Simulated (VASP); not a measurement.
# In11NiAs12 (a cell with a defect) in VASP: a series of runs, part 2 of 2

VASP 6.6.1.

## 4. Single point, PBEsol+U, collinear spin, ferromagnetic start

INCAR reads:

```
SYSTEM = In11NiAs12
ALGO = All ; EDIFF = 1E-5
ENCUT = 350 ; GGA = PS
ISIF = 2 ; ISMEAR = 0
ISPIN = 2 ; ISYM = 0
KPAR = 2 ; LASPH = .True.
LCHARG = .False. ; LDAU = .True.
LDAUJ = 0 0 0 ; LDAUL = 2 -1 -1
LDAUPRINT = 1 ; LDAUTYPE = 2
LDAUU = 5 0 0 ; LMAXMIX = 4
LORBIT = 11 ; LREAL = Auto
LWAVE = .False. ; MAGMOM = 3 0 0 0 0 0 0 0 0 0 0 0 0 0 0 0 0 0 0 0 0 0 0 0
NBANDS = 128 ; NELM = 120
PREC = Accurate ; SIGMA = 0.03
```

KPOINTS reads:

```
k-points
0
Gamma
  2 2 2
  0 0 0
```

POSCAR reads:

```
In11NiAs12
1.0
    0.0000000000      9.0870000000      9.0870000000
    6.0580000000      0.0000000000      6.0580000000
    6.0580000000      6.0580000000      0.0000000000
Ni In As
1 11 12
Direct
    0.0000000000      0.0000000000      0.0000000000
    0.0000000000      0.0000000000      0.5000000000
    0.0000000000      0.5000000000      0.0000000000
    0.0000000000      0.5000000000      0.5000000000
    0.3333330000      0.0000000000      0.0000000000
    0.3333330000      0.0000000000      0.5000000000
    0.3333330000      0.5000000000      0.0000000000
    0.3333330000      0.5000000000      0.5000000000
    0.6666670000      0.0000000000      0.0000000000
    0.6666670000      0.0000000000      0.5000000000
    0.6666670000      0.5000000000      0.0000000000
    0.6666670000      0.5000000000      0.5000000000
    0.0833333333      0.1250000000      0.1250000000
    0.0833333333      0.1250000000      0.6250000000
    0.0833333333      0.6250000000      0.1250000000
    0.0833333333      0.6250000000      0.6250000000
    0.4166663333      0.1250000000      0.1250000000
    0.4166663333      0.1250000000      0.6250000000
    0.4166663333      0.6250000000      0.1250000000
    0.4166663333      0.6250000000      0.6250000000
    0.7500003333      0.1250000000      0.1250000000
    0.7500003333      0.1250000000      0.6250000000
    0.7500003333      0.6250000000      0.1250000000
    0.7500003333      0.6250000000      0.6250000000
```

Command:

```bash
$ cat potpaw_PBE.64/Ni/POTCAR potpaw_PBE.64/In_d/POTCAR potpaw_PBE.64/As/POTCAR > POTCAR
$ mpirun -np 4 vasp_std > vasp.out
```

Wall time 19 min (4 MPI ranks of Intel Xeon 6975P-C (Granite Rapids), shared host); peak memory 0.92 GiB.

The run converged. Its results:

```yaml
Free_energy: -99.3277 eV
Pressure: -0.4 GPa
Largest_force: 1.153 eV/Å
Band_gap_on_the_k_mesh: none (metal or under the smearing width)
Net_moment: 1.73 μB per cell
Site_moments: Ni +1.18; In +0.01, +0.00; As +0.07, -0.01, +0.01, +0.00 μB
Valence_electrons_inside_the_program's_atomic_spheres: Ni 8.96; In 11.46, 11.47; As 2.75, 2.80, 2.81, 2.77
```

Forces in eV/Å, atoms in the order of the input:
```
Ni  -0.015  0.017  0.017
In   0.018 -0.054  0.012
In   0.018  0.013 -0.053
In  -0.012 -0.035 -0.034
In   0.087 -0.078 -0.076
In   0.062 -0.098 -0.035
In   0.061 -0.035 -0.098
In  -0.045  0.003  0.001
In   0.182  0.105  0.106
In  -0.130 -0.186  0.130
In  -0.131  0.130 -0.186
In  -0.033  0.016  0.014
As  -0.665 -0.612 -0.613
As   0.612  0.701 -0.610
As   0.613 -0.610  0.701
As   0.020 -0.004 -0.004
As  -0.090  0.012  0.014
As   0.060  0.038 -0.046
As   0.059 -0.046  0.037
As  -0.007  0.010  0.009
As  -0.657  0.670  0.670
As  -0.014  0.030 -0.009
As  -0.013 -0.008  0.031
As   0.022  0.020  0.021
```

Stress tensor (GPa, compression positive):
```
-0.45  0.07  0.07
 0.07 -0.43 -0.03
 0.07 -0.03 -0.43
```

Levels at points of the mesh, in eV from the Fermi level:
Spin up:
```tsv
k point	band 106	band 107	band 108	band 109	band 110	band 111
(0.00, 0.00, 0.00)	0.01	0.33	0.36	0.37	1.10	1.18
(0.50, 0.00, 0.00)	-0.08	0.18	0.19	1.08	1.17	1.37
(0.00, 0.50, 0.00)	-0.41	-0.05	-0.03	1.32	1.59	2.35
(0.00, 0.00, 0.50)	-0.41	-0.05	-0.03	1.32	1.59	2.35
(0.50, 0.00, 0.50)	-0.51	-0.47	-0.15	2.35	2.36	2.43
(0.50, 0.50, 0.00)	-0.51	-0.47	-0.15	2.35	2.36	2.43
(0.00, 0.50, 0.50)	-0.37	-0.36	-0.02	1.79	1.94	2.37
(0.50, 0.50, 0.50)	-0.51	-0.25	-0.18	1.92	2.03	2.37
```
Spin down:
```
           k point  band 103  band 104  band 105  band 106  band 107  band 108  band 109  band 110
(0.00, 0.00, 0.00)     -0.15     -0.15      0.03      0.12      0.60      0.61      1.12      1.19
(0.50, 0.00, 0.00)     -0.55     -0.08     -0.08      0.50      0.50      1.06      1.18      1.33
(0.00, 0.50, 0.00)     -0.64     -0.41     -0.38     -0.20      0.26      1.33      1.61      2.18
(0.00, 0.00, 0.50)     -0.64     -0.41     -0.38     -0.20      0.26      1.33      1.61      2.18
(0.50, 0.00, 0.50)     -0.84     -0.78     -0.55     -0.48      0.19      2.03      2.36      2.37
(0.50, 0.50, 0.00)     -0.84     -0.78     -0.55     -0.48      0.19      2.03      2.36      2.37
(0.00, 0.50, 0.50)     -0.77     -0.74     -0.39     -0.33      0.27      1.72      1.96      2.21
(0.50, 0.50, 0.50)     -0.69     -0.55     -0.48     -0.47      0.16      1.81      2.04      2.27
```

Eigenvalues of the final occupation matrices:
| site | spin | trace | eigenvalues |
| --- | --- | --- | --- |
| site 1 d | 1 | 4.75 | 0.94 0.94 0.95 0.95 0.96 |
| site 1 d | 2 | 3.61 | 0.07 0.82 0.82 0.95 0.95 |

Caveat: the k mesh is coarse (spacing up to 0.45 Å⁻¹), so the values aren't converged; the PAW data sets were made with another functional, which shifts forces and pressure a little; the U is typed as a test and isn't derived for this compound. The state reached can hang on the start; a lower one may exist.

## 5. Single point, PBEsol+U, collinear spin, ferromagnetic start

INCAR reads:

```
SYSTEM = In11NiAs12
ALGO = Normal ; EDIFF = 1E-5
ENCUT = 350 ; GGA = PS
ISIF = 2 ; ISMEAR = 0
ISPIN = 2 ; KPAR = 2
LASPH = .True. ; LCHARG = .False.
LDAU = .True. ; LDAUJ = 0 0 0
LDAUL = 2 -1 -1 ; LDAUPRINT = 1
LDAUTYPE = 2 ; LDAUU = 5 0 0
LMAXMIX = 4 ; LORBIT = 11
LREAL = Auto ; LWAVE = .False.
MAGMOM = 3 0 0 0 0 0 0 0 0 0 0 0 0 0 0 0 0 0 0 0 0 0 0 0 ; NBANDS = 128
NELM = 120 ; NUPDOWN = 3
PREC = Accurate ; SIGMA = 0.03
```

KPOINTS is that of step 4.

POSCAR is that of step 4.

Command:

```bash
$ cat potpaw_PBE.64/Ni/POTCAR potpaw_PBE.64/In_d/POTCAR potpaw_PBE.64/As/POTCAR > POTCAR
$ mpirun -np 4 vasp_std > vasp.out
```

Run time: 7.5 min. Hardware: 4 MPI ranks of Intel Xeon 6975P-C (Granite Rapids), shared host; peak memory 0.58 GiB.

Results (log left out):

| Item | Value |
| --- | --- |
| Free energy | -98.7207 eV |
| Pressure | -0.3 GPa |
| Largest force | 1.273 eV/Å |
| Net moment | 3.00 μB per cell |
| Site moments | Ni +1.38; In +0.01, +0.02; As +0.12, +0.01, +0.06, +0.03, +0.02 μB |
| Valence electrons inside the program's atomic spheres | Ni 8.90; In 11.47, 11.46; As 2.77, 2.76, 2.81, 2.80 |

Forces on the atoms (eV/Å):
```
Ni  -0.011 -0.016 -0.016
In  -0.024  0.016  0.093
In  -0.024  0.093  0.016
In  -0.096  0.006  0.006
In   0.085 -0.093 -0.093
In   0.084 -0.083 -0.100
In   0.084 -0.100 -0.083
In   0.039 -0.059 -0.059
In   0.035  0.033  0.033
In  -0.034 -0.060  0.018
In  -0.034  0.018 -0.060
In   0.015 -0.037 -0.037
As  -0.745 -0.724 -0.724
As   0.733  0.756 -0.716
As   0.733 -0.716  0.756
As   0.020 -0.004 -0.004
As  -0.054  0.049  0.049
As  -0.023  0.042  0.030
As  -0.023  0.030  0.042
As  -0.031  0.059  0.059
As  -0.719  0.729  0.729
As  -0.012  0.031 -0.004
As  -0.012 -0.004  0.031
As   0.017  0.034  0.034
```

Stress tensor (GPa, compression positive):
```
-0.40  0.21  0.21
 0.21 -0.32 -0.16
 0.21 -0.16 -0.32
```

Eigenvalues of the final occupation matrices:
| site | spin | trace | eigenvalues |
| --- | --- | --- | --- |
| site 1 d | 1 | 4.80 | 0.96 0.96 0.96 0.96 0.96 |
| site 1 d | 2 | 3.49 | 0.50 0.51 0.57 0.95 0.95 |

Caveat: the k mesh is coarse (spacing up to 0.45 Å⁻¹), so the values aren't converged; the PAW data sets were made with another functional, which shifts forces and pressure a little; the total moment is fixed, so each spin has its own Fermi level; the U is typed as a test and isn't derived for this compound.

## 6. Single point, PBEsol+U, collinear spin, ferromagnetic start

Edit INCAR of step 5 so:

```diff
@@ -11,4 +11,4 @@
 LREAL = Auto ; LWAVE = .False.
-MAGMOM = 3 0 0 0 0 0 0 0 0 0 0 0 0 0 0 0 0 0 0 0 0 0 0 0 ; NBANDS = 128
-NELM = 120 ; NUPDOWN = 3
+MAGMOM = 1 0 0 0 0 0 0 0 0 0 0 0 0 0 0 0 0 0 0 0 0 0 0 0 ; NBANDS = 128
+NELM = 120 ; NUPDOWN = 1
 PREC = Accurate ; SIGMA = 0.03
```

KPOINTS is that of step 5.

POSCAR is that of step 5.

Potentials or basis: VASP PAW PBE potentials, release 64 (Ni, In_d, As).

Command:

```bash
$ cat potpaw_PBE.64/Ni/POTCAR potpaw_PBE.64/In_d/POTCAR potpaw_PBE.64/As/POTCAR > POTCAR
$ mpirun -np 4 vasp_std > vasp.out
```

Run time: 5.9 min. Hardware: 4 MPI ranks of Intel Xeon 6975P-C (Granite Rapids), shared host; peak memory 0.57 GiB.

It converged, with:

| Item | Value |
| --- | --- |
| Free energy | -99.2937 eV |
| Pressure | -0.4 GPa |
| Largest force | 1.201 eV/Å |
| Net moment | 1.00 μB per cell |
| Site moments | Ni +1.10; In -0.00, -0.01; As +0.03, +0.01, -0.01, -0.03 μB |
| Valence electrons inside the program's atomic spheres | Ni 8.96; In 11.46, 11.47; As 2.75, 2.80, 2.81, 2.77 |

Forces in eV/Å, atoms in the order of the input:
```
Ni  -0.004  0.001  0.001
In   0.044 -0.039 -0.041
In   0.044 -0.041 -0.039
In   0.015 -0.044 -0.044
In   0.069 -0.085 -0.085
In   0.085 -0.089 -0.070
In   0.085 -0.070 -0.089
In  -0.014 -0.007 -0.007
In   0.151  0.080  0.080
In  -0.096 -0.162  0.090
In  -0.096  0.090 -0.162
In  -0.008  0.002  0.002
As  -0.702 -0.619 -0.619
As   0.607  0.687 -0.566
As   0.607 -0.566  0.687
As   0.003  0.006  0.006
As  -0.097  0.025  0.025
As   0.041  0.045 -0.021
As   0.041 -0.021  0.045
As  -0.033  0.018  0.018
As  -0.673  0.703  0.703
As  -0.031  0.036  0.013
As  -0.031  0.013  0.036
As  -0.006  0.035  0.035
```

Stress tensor (GPa, compression positive):
```
-0.37  0.05  0.05
 0.05 -0.34 -0.12
 0.05 -0.12 -0.34
```

Eigenvalues of the final occupation matrices:
```tsv
site	spin	trace	eigenvalues
site 1 d	1	4.73	0.93 0.93 0.95 0.95 0.96
site 1 d	2	3.65	0.08 0.80 0.88 0.95 0.95
```

Caveat: the k mesh is coarse (spacing up to 0.45 Å⁻¹), so the values aren't converged; the PAW data sets were made with another functional, which shifts forces and pressure a little; the total moment is fixed, so each spin has its own Fermi level; the U is typed as a test and isn't derived for this compound.

## 7. Relaxation of the atoms, PBEsol+U, collinear spin, ferromagnetic start

INCAR reads:

```
  PREC = Accurate
  ENCUT = 350
  EDIFF = 1E-5
  ISMEAR = 0
  SIGMA = 0.03
  LREAL = Auto
  LASPH = T
  NELM = 120
  ALGO = Normal
  ISIF = 2
  LWAVE = F
  LCHARG = F
  ISPIN = 2
  MAGMOM = 3 0 0 0 0 0 0 0 0 0 0 0 0 0 0 0 0 0 0 0 0 0 0 0
  LORBIT = 11
  LMAXMIX = 4
  LDAU = T
  LDAUTYPE = 2
  LDAUL = 2 -1 -1
  LDAUU = 5 0 0
  LDAUJ = 0 0 0
  LDAUPRINT = 1
  GGA = PS
  IBRION = 2
  NSW = 40
  EDIFFG = -0.03
  KPAR = 2
```

KPOINTS reads:

```
regular mesh
0
Gamma
  2 2 2
```

POSCAR is that of step 6.

Command:

```bash
$ cat potpaw_PBE.64/Ni/POTCAR potpaw_PBE.64/In_d/POTCAR potpaw_PBE.64/As/POTCAR > POTCAR
$ mpirun -np 4 vasp_std > vasp.out
```

Run time: 32 min. Hardware: 4 MPI ranks of Intel Xeon 6975P-C (Granite Rapids), shared host; peak memory 0.58 GiB.

The run converged. Its results:

```
Free energy                                           : -99.9784 eV
Energy gained by relaxing                             : 45.9 meV/atom
Ionic steps                                           : 16
Pressure after relaxing                               : -1.2 GPa
Largest force after relaxing                          : 0.020 eV/Å
Band gap on the k mesh                                : none (metal or under the smearing width)
Net moment                                            : 1.60 μB per cell
Site moments                                          : Ni +1.05; In +0.01, +0.00; As +0.06, +0.05, -0.01, +0.02, +0.00, -0.00 μB
Valence electrons inside the program's atomic spheres : Ni 9.26; In 11.43, 11.45, 11.46, 11.42, 11.44; As 2.75, 2.79, 2.78, 2.80, 2.77
```

Forces in eV/Å, atoms in the order of the input:
```
Ni   0.013 -0.007 -0.007
In  -0.001 -0.003  0.004
In  -0.001  0.004 -0.003
In   0.001  0.000  0.000
In  -0.008  0.003  0.003
In   0.002  0.000  0.004
In   0.002  0.004  0.000
In  -0.007  0.000  0.000
In   0.000 -0.001 -0.001
In  -0.005 -0.002 -0.006
In  -0.005 -0.006 -0.002
In   0.004  0.005  0.005
As   0.011  0.012  0.012
As  -0.006 -0.011 -0.001
As  -0.006 -0.001 -0.011
As   0.004 -0.002 -0.002
As   0.012 -0.001 -0.001
As  -0.016  0.005  0.009
As  -0.016  0.009  0.005
As   0.009 -0.003 -0.003
As   0.002  0.011  0.011
As   0.000 -0.007 -0.010
As   0.000 -0.010 -0.007
As   0.011  0.000  0.000
```

Stress tensor (GPa, compression positive):
```
-1.27  0.06  0.06
 0.06 -1.22 -0.02
 0.06 -0.02 -1.22
```

Step by step:
```
step  energy change (eV)  largest force (eV/Å)  pressure (GPa)
   1              0.0000                1.3550           -0.49
   2             -0.3104                1.0722           -0.79
   3             -0.9940                0.3999           -1.08
   4             -1.0019                0.3886           -1.08
   5             -1.0585                0.1784           -1.13
   6             -1.0753                0.1757           -1.17
   7             -1.0886                0.1299           -1.23
   8             -1.0924                0.0957           -1.19
   9             -1.0926                0.0949           -1.24
  10             -1.0975                0.0582           -1.24
  11             -1.0981                0.0534           -1.24
  12             -1.1003                0.0322           -1.24
  13             -1.1009                0.0313           -1.23
  14             -1.1010                0.0555           -1.24
  15             -1.1012                0.0388           -1.21
  16             -1.1024                0.0203           -1.23
```

Final structure:
```
Ni In As
1.0
     0.00000    9.08700    9.08700
     6.05800    0.00000    6.05800
     6.05800    6.05800    0.00000
Ni In As
1 11 12
Direct
  0.00867 0.99587 0.99587
  0.00048 0.00300 0.49810
  0.00048 0.49810 0.00300
  0.00081 0.49793 0.49793
  0.32827 0.00132 0.00132
  0.32468 0.00340 0.50644
  0.32468 0.50644 0.00340
  0.33405 0.49941 0.49941
  0.66685 0.00546 0.00546
  0.67076 0.00333 0.48684
  0.67076 0.48684 0.00333
  0.66697 0.49995 0.49995
  0.07546 0.11588 0.11588
  0.07349 0.11647 0.65701
  0.07349 0.65701 0.11647
  0.08358 0.62491 0.62491
  0.41264 0.12782 0.12782
  0.41884 0.12323 0.62294
  0.41884 0.62294 0.12323
  0.41608 0.62600 0.62600
  0.78033 0.10915 0.10915
  0.74954 0.12350 0.62667
  0.74954 0.62667 0.12350
  0.75072 0.62537 0.62537
```

Levels at points of the mesh, in eV from the Fermi level:
Spin up:
| k point | band 104 | band 105 | band 106 | band 107 | band 108 | band 109 | band 110 | band 111 | band 112 | band 113 |
| --- | --- | --- | --- | --- | --- | --- | --- | --- | --- | --- |
| (0.00, 0.00, 0.00) | -0.30 | -0.30 | 0.06 | 0.34 | 0.43 | 0.44 | 1.10 | 1.13 | 1.35 | 1.44 |
| (0.50, 0.00, 0.00) | -0.56 | -0.04 | -0.04 | 0.25 | 0.25 | 1.07 | 1.20 | 1.45 | 1.57 | 1.75 |
| (0.00, 0.50, 0.00) | -0.80 | -0.30 | -0.27 | -0.08 | -0.02 | 1.41 | 1.51 | 2.36 | 2.42 | 2.45 |
| (0.50, 0.00, 0.50) | -0.84 | -0.70 | -0.57 | -0.41 | -0.16 | 2.31 | 2.44 | 2.45 | 2.49 | 2.52 |
| (0.00, 0.50, 0.50) | -0.78 | -0.72 | -0.55 | -0.23 | -0.01 | 1.85 | 1.90 | 2.46 | 2.46 | 2.49 |
| (0.50, 0.50, 0.50) | -0.66 | -0.52 | -0.49 | -0.25 | -0.18 | 1.97 | 2.04 | 2.43 | 2.51 | 2.70 |
Spin down:
```
           k point  band 103  band 104  band 105  band 106  band 107  band 108  band 109  band 110
(0.00, 0.00, 0.00)     -0.18     -0.16     -0.08      0.08      0.67      0.68      1.12      1.14
(0.50, 0.00, 0.00)     -0.50     -0.02     -0.02      0.55      0.55      0.77      1.15      1.24
(0.00, 0.50, 0.00)     -0.75     -0.40     -0.29     -0.25      0.25      1.43      1.48      1.55
(0.50, 0.00, 0.50)     -0.82     -0.80     -0.66     -0.37      0.15      1.25      2.37      2.46
(0.00, 0.50, 0.50)     -0.81     -0.68     -0.52     -0.21      0.26      1.25      1.89      2.01
(0.50, 0.50, 0.50)     -0.67     -0.62     -0.50     -0.48      0.14      1.32      2.02      2.15
```

Eigenvalues of the final occupation matrices:
```csv
site,spin,trace,eigenvalues
site 1 d,1,4.72,0.93 0.93 0.95 0.95 0.96
site 1 d,2,3.71,0.21 0.81 0.81 0.94 0.94
```

Caveat: the k mesh is coarse (spacing up to 0.45 Å⁻¹), so the values aren't converged; the PAW data sets were made with another functional, which shifts forces and pressure a little; the U is typed as a test and isn't derived for this compound.

## 8. Overview

| task | fixed moment (μB) | cell | gap on the mesh (eV) | pressure (GPa) | moment (μB) | largest force (eV/Å) |
| --- | --- | --- | --- | --- | --- | --- |
| single point | - | as given | none | -0.4 | 1.73 | 1.15 |
| single point | 3 | as given | - | -0.3 | 3.00 | 1.27 |
| single point | 1 | as given | - | -0.4 | 1.00 | 1.20 |
| relaxation of the atoms | - | atoms relaxed | none | -1.2 | 1.60 | 0.02 |

Alike in all rows: level PBEsol+U; potentials or basis VASP PAW PBE potentials, release 64 (Ni, In_d, As); spin collinear, ferromagnetic start; Ni d U = 5 eV; k mesh 2 × 2 × 2; cutoff (eV) 350; smearing gaussian 0.03 eV; the mesh is coarse, so values aren't converged.

Caveats: all runs use coarse meshes; the PAW data sets were made with another functional, which shifts forces and pressure a little; the U is typed as a test and isn't derived for this compound; the total moment is fixed, so each spin has its own Fermi level (some runs).

Total energies depend on the potentials used, so only differences within one code and one set of settings carry meaning.
